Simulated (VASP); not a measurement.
OSZICAR of a VASP run on C:

File OSZICAR:
```
...
DAV: 199    -0.611312235025E+01    0.37719E+01   -0.10301E+01   288   0.318E+01    0.839E+00
DAV: 200    -0.359656824980E+01    0.25166E+01   -0.64253E+01   252   0.944E+01    0.586E+00
DAV: 201    -0.335963037098E+01    0.23694E+00   -0.21254E+00   280   0.116E+01    0.477E+00
DAV: 202    -0.343841759488E+01   -0.78787E-01   -0.84992E-02   296   0.220E+00    0.443E+00
DAV: 203    -0.350257363583E+01   -0.64156E-01   -0.34728E-03   308   0.432E-01    0.403E+00
DAV: 204    -0.355850270620E+01   -0.55929E-01   -0.50786E-04   284   0.172E-01    0.365E+00
DAV: 205    -0.360940947152E+01   -0.50907E-01   -0.10733E-03   260   0.265E-01    0.331E+00
DAV: 206    -0.987243889962E+01   -0.62630E+01   -0.88554E+01   288   0.112E+02    0.179E+01
DAV: 207    -0.611635106667E+01    0.37561E+01   -0.10352E+01   288   0.318E+01    0.841E+00
DAV: 208    -0.355233902724E+01    0.25640E+01   -0.64633E+01   264   0.946E+01    0.574E+00
DAV: 209    -0.335606221382E+01    0.19628E+00   -0.24643E+00   276   0.119E+01    0.479E+00
DAV: 210    -0.343632213687E+01   -0.80260E-01   -0.92392E-02   304   0.232E+00    0.445E+00
DAV: 211    -0.852807610202E+01   -0.50918E+01   -0.44224E-03   304   0.437E-01    0.403E+00
DAV: 212    -0.360526303361E+01    0.49228E+01   -0.23776E+01   284   0.511E+00    0.367E+00
DAV: 213    -0.966115473058E+01   -0.60559E+01   -0.86528E+01   256   0.113E+02    0.173E+01
DAV: 214    -0.593465496253E+01    0.37265E+01   -0.10450E+01   252   0.328E+01    0.870E+00
DAV: 215    -0.485761678301E+01    0.10770E+01   -0.23052E+00   264   0.130E+01    0.861E+00
DAV: 216    -0.438386402208E+01    0.47375E+00   -0.96929E-01   276   0.760E+00    0.825E+00
DAV: 217    -0.356037329154E+01    0.82349E+00   -0.25699E-01   260   0.405E+00    0.796E+00
DAV: 218    -0.277337150152E+01    0.78700E+00   -0.73843E-02   272   0.235E+00    0.766E+00
DAV: 219    -0.100659270354E+01    0.17668E+01   -0.28687E+01   248   0.635E+01    0.445E+00
DAV: 220    -0.203454030267E+01   -0.10279E+01   -0.33830E+00   316   0.225E+01    0.715E+00
DAV: 221    -0.229507578977E+01   -0.26054E+00   -0.90834E-02   324   0.264E+00    0.644E+00
DAV: 222    -0.257513732090E+01   -0.28006E+00   -0.40120E-02   312   0.279E+00    0.622E+00
DAV: 223    -0.280708492601E+01   -0.23195E+00   -0.13254E-02   292   0.219E+00    0.593E+00
DAV: 224    -0.299550296720E+01   -0.18842E+00    0.14626E-03   272   0.168E+00    0.560E+00
DAV: 225    -0.315013051978E+01   -0.15463E+00    0.98222E-03   268   0.129E+00    0.525E+00
DAV: 226    -0.327509983041E+01   -0.12497E+00    0.14005E-02   288   0.941E-01    0.489E+00
DAV: 227    -0.337219177530E+01   -0.97092E-01    0.20205E-02   272   0.604E-01    0.448E+00
DAV: 228    -0.344227150168E+01   -0.70080E-01    0.17947E-02   284   0.161E-01    0.405E+00
DAV: 229    -0.347905492070E+01   -0.36783E-01    0.17576E-02   252   0.923E-01    0.357E+00
DAV: 230    -0.346171819937E+01    0.17337E-01   -0.31331E-02   248   0.283E+00    0.287E+00
DAV: 231    -0.162317307152E+03   -0.15886E+03   -0.82296E+01   284   0.108E+02    0.178E+01
DAV: 232    -0.662217783403E+01    0.15570E+03   -0.18559E+02   396   0.478E+01    0.890E+00
DAV: 233    -0.497597784604E+01    0.16462E+01   -0.16230E+00   280   0.116E+01    0.878E+00
DAV: 234    -0.438486163979E+01    0.59112E+00   -0.42016E-01   288   0.626E+00    0.836E+00
DAV: 235    -0.360047370764E+01    0.78439E+00   -0.70486E-02   280   0.321E+00    0.803E+00
DAV: 236    -0.284535678402E+01    0.75512E+00   -0.13896E-02   288   0.204E+00    0.775E+00
DAV: 237    -0.218696942171E+01    0.65839E+00   -0.64295E-03   288   0.179E+00    0.741E+00
DAV: 238    -0.153529080977E+01    0.65168E+00    0.63701E-03   272   0.153E+00    0.713E+00
DAV: 239    -0.908634042971E+00    0.62666E+00    0.15140E-02   324   0.120E+00    0.685E+00
DAV: 240    -0.330805528203E+00    0.57783E+00    0.15238E-02   276   0.109E+00    0.648E+00
DAV: 241     0.220013648157E+00    0.55082E+00    0.17322E-02   292   0.106E+00    0.618E+00
DAV: 242     0.744431921459E+00    0.52442E+00    0.20176E-02   320   0.887E-01    0.589E+00
DAV: 243     0.123398061447E+01    0.48955E+00    0.20474E-02   296   0.830E-01    0.554E+00
DAV: 244     0.169590695519E+01    0.46193E+00    0.20673E-02   304   0.816E-01    0.526E+00
DAV: 245     0.213327671653E+01    0.43737E+00    0.22588E-02   300   0.738E-01    0.498E+00
DAV: 246     0.254273743068E+01    0.40946E+00    0.22872E-02   296   0.677E-01    0.470E+00
DAV: 247     0.292865240984E+01    0.38591E+00    0.23453E-02   288   0.635E-01    0.443E+00
DAV: 248     0.329172040645E+01    0.36307E+00    0.23126E-02   300   0.586E-01    0.420E+00
DAV: 249    -0.969286239690E-01   -0.33886E+01   -0.60824E+01   268   0.898E+01    0.130E+01
DAV: 250    -0.383290051958E+00   -0.28636E+00   -0.17168E+00   272   0.993E+00    0.119E+01
DAV: 251    -0.104831678712E+01   -0.66503E+00   -0.23249E-01   272   0.541E+00    0.115E+01
DAV: 252    -0.158599474300E+01   -0.53768E+00   -0.53076E-02   288   0.328E+00    0.109E+01
DAV: 253    -0.201209777294E+01   -0.42610E+00   -0.19158E-02   288   0.254E+00    0.102E+01
DAV: 254    -0.235827450096E+01   -0.34618E+00   -0.29056E-03   276   0.206E+00    0.953E+00
DAV: 255    -0.263979399653E+01   -0.28152E+00    0.76445E-03   260   0.169E+00    0.885E+00
DAV: 256    -0.279442933748E+01   -0.15464E+00    0.23479E-02   288   0.384E-01    0.806E+00
DAV: 257    -0.292288979680E+01   -0.12846E+00    0.29102E-02   276   0.385E-01    0.728E+00
DAV: 258    -0.303879947130E+01   -0.11591E+00    0.30490E-02   284   0.303E-01    0.659E+00
DAV: 259    -0.314186054290E+01   -0.10306E+00    0.32888E-02   276   0.367E-01    0.598E+00
DAV: 260    -0.323469161069E+01   -0.92831E-01    0.30205E-02   280   0.264E-01    0.542E+00
DAV: 261    -0.331573149104E+01   -0.81040E-01    0.31134E-02   244   0.644E-01    0.491E+00
DAV: 262    -0.608487172397E+02   -0.57533E+02   -0.92935E+01   284   0.114E+02    0.178E+01
DAV: 263    -0.575560751663E+01    0.55093E+02   -0.16136E+02   400   0.485E+01    0.822E+00
DAV: 264    -0.409001881642E+01    0.16656E+01   -0.18040E+00   256   0.121E+01    0.789E+00
DAV: 265    -0.355767500241E+01    0.53234E+00   -0.51550E-01   288   0.684E+00    0.759E+00
DAV: 266    -0.283187438110E+01    0.72580E+00   -0.90070E-02   300   0.337E+00    0.726E+00
DAV: 267    -0.209617118499E+01    0.73570E+00   -0.34070E-03   300   0.198E+00    0.699E+00
DAV: 268    -0.147173921008E+01    0.62443E+00    0.28378E-03   292   0.178E+00    0.670E+00
DAV: 269    -0.863945088989E+00    0.60779E+00    0.17406E-02   296   0.153E+00    0.646E+00
DAV: 270    -0.272068998972E+00    0.59188E+00    0.27698E-02   344   0.117E+00    0.627E+00
DAV: 271     0.274166034819E+00    0.54624E+00    0.29429E-02   292   0.100E+00    0.591E+00
DAV: 272     0.789531112150E+00    0.51537E+00    0.29906E-02   312   0.100E+00    0.566E+00
DAV: 273     0.128308479510E+01    0.49355E+00    0.34969E-02   308   0.838E-01    0.538E+00
DAV: 274     0.174274591785E+01    0.45966E+00    0.34592E-02   304   0.759E-01    0.510E+00
DAV: 275     0.217633360151E+01    0.43359E+00    0.35592E-02   288   0.747E-01    0.482E+00
DAV: 276     0.258557967765E+01    0.40925E+00    0.37317E-02   296   0.675E-01    0.458E+00
DAV: 277     0.296976170114E+01    0.38418E+00    0.36972E-02   280   0.609E-01    0.433E+00
DAV: 278    -0.733603410639E+00   -0.37034E+01   -0.67019E+01   272   0.941E+01    0.133E+01
DAV: 279    -0.786760823739E+00   -0.53157E-01   -0.18732E+00   264   0.102E+01    0.120E+01
DAV: 280    -0.138355835886E+01   -0.59680E+00   -0.18778E-01   276   0.497E+00    0.115E+01
DAV: 281    -0.185459928133E+01   -0.47104E+00   -0.15872E-02   304   0.278E+00    0.109E+01
DAV: 282    -0.165440785226E+02   -0.14689E+02   -0.14315E+02   288   0.211E+00    0.123E+01
DAV: 283    -0.138078716417E+01    0.15163E+02   -0.80943E+01   260   0.112E+01    0.108E+01
DAV: 284    -0.384073242294E+01   -0.24599E+01   -0.10073E+02   296   0.119E+02    0.149E+01
DAV: 285    -0.182175896109E+01    0.20190E+01   -0.22039E+01   280   0.376E+01    0.505E+00
DAV: 286    -0.105055582539E+01    0.77120E+00   -0.29173E+00   288   0.141E+01    0.521E+00
DAV: 287    -0.647204836725E+00    0.40335E+00   -0.66701E-01   272   0.783E+00    0.493E+00
DAV: 288    -0.457188917019E-01    0.60149E+00   -0.23545E-02   268   0.409E+00    0.469E+00
DAV: 289     0.515286803927E+00    0.56101E+00    0.10579E-02   304   0.253E+00    0.455E+00
DAV: 290     0.983832247755E+00    0.46855E+00    0.15573E-01   296   0.257E+00    0.437E+00
DAV: 291     0.143416976860E+01    0.45034E+00    0.94944E-02   296   0.180E+00    0.434E+00
DAV: 292     0.188820266222E+01    0.45403E+00    0.26971E-01   260   0.225E+00    0.406E+00
DAV: 293     0.225680527929E+01    0.36860E+00    0.52440E-02   296   0.166E+00    0.408E+00
DAV: 294     0.264112177301E+01    0.38432E+00    0.16565E-01   260   0.307E+00    0.371E+00
DAV: 295    -0.205540360274E+01   -0.46965E+01   -0.49918E+01   264   0.225E+00    0.113E+01
DAV: 296     0.242730025215E+01    0.44827E+01   -0.92578E+01   284   0.239E+01    0.282E+00
DAV: 297     0.364840236962E+01    0.12211E+01   -0.45274E+01   304   0.195E+01    0.275E+00
DAV: 298     0.362528581461E+01   -0.23117E-01   -0.49043E+00   296   0.583E+00    0.246E+00
DAV: 299     0.577432890713E+00   -0.30479E+01   -0.23375E+01   312   0.405E+00    0.120E+01
DAV: 300    -0.578043417055E+01   -0.63579E+01   -0.25251E+02   292   0.413E+01
   1 F= -.57804342E+01 E0= -.57788023E+01  d E =-.326369E-02
       N       E                     dE             ncg
       N       E                     dE             ncg
       N       E                     dE             ncg
       N       E                     dE             ncg
       N       E                     dE             ncg
       N       E                     dE             ncg
       N       E                     dE             ncg
```

### Question
Which electronic solver shows in the log?

### Answer
It is blocked Davidson (ALGO = Normal, or the opening steps of other solvers). The INCAR had ALGO = Normal.

### Question
Can the final energy be trusted as converged?

### Answer
The run did not converge; its last values are not results. It stopped with EDIFF = 1E-6, NELM = 300 (modified Becke-Johnson potential (mBJ), plane waves, VASP's PBE PAW potentials (set 64)). mBJ is a potential without an energy functional, so only the levels count. The cell holds a wide vacuum, so values per volume refer to the whole cell.

The cell is a sheet with vacuum, built from a database entry that may be metastable or hypothetical. The cell's shape comes from a PBE relaxation.
